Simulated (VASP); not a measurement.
Method: PBE GGA, VASP's PBE PAW potentials (set 64) (plane waves; VASP).

The input files of a VASP run:

**KPOINTS**
```
Automatic mesh
0
gamma
  8 8 8
```

### INCAR
```
# general
SYSTEM =PtAl2
PREC   =Accurate
ENCUT  =800
LREAL  =.False.
LASPH  =.True.

# electronic loop
EDIFF  =1E-6
NELM   =100
ALGO   =Normal
LMAXMIX=6

# smearing
ISMEAR =1
SIGMA  =0.1

# functional
GGA    =PE

# ions
ISIF   =2

# output
LWAVE  =.False.
LCHARG =.False.
```

### POSCAR
```
PtAl2
1.0
  0.0000000000   2.9458750000   2.9097330000
  2.9896130000   0.0000000000   2.9097330000
  2.9896130000   2.9458750000   0.0000000000
Al Pt
2 1
Cartesian
  1.4948065000   1.4729375000   1.4548665000
  4.4844195000   4.4188125000   4.3645995000
  0.0912968018   0.0000000000   0.0000000000
```

POTCAR, in this order: Al_sv_GW Pt (PBE.64 set). Program: vasp_std.

Output of the run:

OSZICAR:
```
       N       E                     dE             d eps       ncg     rms          rms(c)
DAV:   1     0.418548069105E+03    0.41855E+03   -0.21344E+04  5008   0.174E+04
DAV:   2     0.599538928118E+02   -0.35859E+03   -0.34897E+03  4860   0.265E+03
DAV:   3     0.324026787897E+01   -0.56714E+02   -0.54417E+02  4144   0.344E+02
DAV:   4    -0.560936277803E+01   -0.88496E+01   -0.87317E+01  5732   0.132E+02
DAV:   5    -0.136413566420E+02   -0.80320E+01   -0.80303E+01  7164   0.703E+01    0.784E+01
DAV:   6    -0.150207151799E+02   -0.13794E+01   -0.20846E+01  6064   0.728E+01    0.260E+01
DAV:   7    -0.159464996490E+02   -0.92578E+00   -0.10720E+01  6828   0.355E+01    0.341E+01
DAV:   8    -0.161671660203E+02   -0.22067E+00   -0.24165E+00  6692   0.145E+01    0.313E+01
DAV:   9    -0.162217419696E+02   -0.54576E-01   -0.57138E-01  7572   0.119E+01    0.212E+01
DAV:  10    -0.162237962543E+02   -0.20543E-02   -0.10520E-01  7372   0.182E+01    0.182E+00
DAV:  11    -0.162196782038E+02    0.41181E-02   -0.84373E-02  7332   0.113E+01    0.157E+01
DAV:  12    -0.162193107468E+02    0.36746E-03   -0.11236E-02  7472   0.345E+00    0.196E+01
DAV:  13    -0.162211125617E+02   -0.18018E-02   -0.78770E-02  5844   0.128E+01    0.528E+00
DAV:  14    -0.162214357836E+02   -0.32322E-03   -0.63552E-03  7556   0.322E+00    0.119E+00
DAV:  15    -0.162214368498E+02   -0.10662E-05   -0.42200E-04  7252   0.227E-01    0.769E-01
DAV:  16    -0.162212339021E+02    0.20295E-03   -0.29683E-04  7352   0.324E-01    0.182E-01
DAV:  17    -0.162212008945E+02    0.33008E-04   -0.18947E-05  7328   0.511E-02    0.174E-01
DAV:  18    -0.162212189580E+02   -0.18064E-04   -0.54561E-06  4532   0.147E-01    0.186E-01
DAV:  19    -0.162212139823E+02    0.49757E-05   -0.20108E-06  3532   0.266E-02    0.207E-01
DAV:  20    -0.162211920295E+02    0.21953E-04   -0.80376E-06  6284   0.126E-01    0.353E-02
DAV:  21    -0.162211819454E+02    0.10084E-04   -0.33771E-07  2400   0.364E-02    0.231E-02
DAV:  22    -0.162211788686E+02    0.30768E-05   -0.31699E-07  2424   0.145E-02    0.148E-02
DAV:  23    -0.162211761223E+02    0.27463E-05   -0.30696E-07  2292   0.264E-02    0.223E-02
DAV:  24    -0.162211789979E+02   -0.28756E-05   -0.17606E-07  2260   0.294E-02    0.351E-03
DAV:  25    -0.162211790691E+02   -0.71159E-07   -0.20815E-07  2224   0.616E-03
   1 F= -.16221179E+02 E0= -.16221222E+02  d E =0.128888E-03
```

File OUTCAR:
```
------------------------ aborting loop because EDIFF is reached ----------------------------------------
  FORCE on cell =-STRESS in cart. coord.  units (eV):
  Direction    XX          YY          ZZ          XY          YZ          ZX
  --------------------------------------------------------------------------------------
  Total        0.9174991      1.1602488      1.3800854      0.0000000      0.0000000      0.0000000
  in kB       28.6816273     36.2701456     43.1423825      0.0000000      0.0000000      0.0000000
  external PRESSURE =      36.0313851 kB  Pullay stress =       0.0000000 kB
  volume of cell :       51.25
      direct lattice vectors                 reciprocal lattice vectors
     0.000000000  2.945875000  2.909733000    -0.167245727  0.169728858  0.171837072
     2.989613000  0.000000000  2.909733000     0.167245727 -0.169728858  0.171837072
     2.989613000  2.945875000  0.000000000     0.167245727  0.169728858 -0.171837072
 POSITION                                       TOTAL-FORCE (eV/Angst)
 -----------------------------------------------------------------------------------
      1.49481      1.47294      1.45487         0.419147     -0.000000      0.000000
      4.48442      4.41881      4.36460         0.419147      0.000000     -0.000000
      0.09130      2.94588      2.90973        -0.838293      0.000000      0.000000
 -----------------------------------------------------------------------------------
    total drift:                               -0.000405     -0.000000     -0.000000
  FREE ENERGIE OF THE ION-ELECTRON SYSTEM (eV)
  ---------------------------------------------------
  free  energy   TOTEN  =       -16.2211790691 eV

  energy  without entropy=      -16.2213079570  energy(sigma->0) =      -16.22122203
```
(Selected blocks of OUTCAR.)

The compound is PtAl2 in the fluorite structure. The cell was not relaxed at this level, atoms are displaced from their ideal sites. The run is one of a series of settings (ENCUT = 800, POTCAR Al_sv_GW Pt (PBE.64 set) against the base run), some of them coarse on purpose.
